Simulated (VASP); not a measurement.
Here is the system:

```
HfO2
1.0
    0.00000     2.50457     2.50457
    2.50457     0.00000     2.50457
    2.50457     2.50457     0.00000
Hf O
1 2
Direct
  0.00000   0.00000   0.00000
  0.25000   0.25000   0.25000
  0.75000   0.75000   0.75000
```

Calculation: PBE GGA, VASP's PBE PAW potentials (set 64) (plane waves; VASP). Numerical set-up: 620 eV cut-off, 8×8×8 Γ-centred mesh, Gaussian smearing of 0.050 eV, potentials Hf_pv O.

Unless said otherwise, spin-orbit coupling is left out, though it shifts the bands of the heavy elements here.

Question: Estimate the energy per atom (σ→0), pressure, band gap (on the k-mesh) with the smallest direct gap where there is one.

Answer: 
| Property | Result |
|---|---|
| band gap (on the k-mesh) | 3.90 eV |
| smallest direct gap (on the k-mesh) | 3.90 eV |
| energy per atom (σ→0) | -10072 meV/atom |
| pressure | 9.98 GPa |

The compound is HfO2 in the fluorite structure, the high-temperature cubic form, which is unstable at 0 K; the monoclinic form is the stable one. It was relaxed first under an external pressure of 10 GPa.
